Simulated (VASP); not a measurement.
Data:

```xyz
2
Lattice="0.0000 2.6463 2.6463 2.6463 0.0000 2.6463 2.6463 2.6463 0.0000" Properties=species:S:1:pos:R:3 pbc="T T T"
Si     0.0000     0.0000     0.0000
Si     1.3232     1.3232     1.3232
```

All values below come from LDA (Ceperley-Alder, Perdew-Zunger), VASP's LDA PAW potentials (set 64) (plane waves; VASP). Numerical set-up: 520 eV cut-off, 8×8×8 Γ-centred mesh, Gaussian smearing of 0.050 eV, potentials Si.

Problem. The job: Si (diamond), 2 atoms, LDA, static run, 520 eV, 8×8×8 Γ-centred mesh. Roughly how much core time does it take on a busy server core?

Solution. About 5 core-seconds (one run on a shared machine, a rough figure). It had 29 irreducible k-points, 8 bands, up to 1012 plane waves and 11 electronic steps.

The compound is Si in the diamond structure. This cell is one point of a volume scan, at 0.94 of the reference volume.
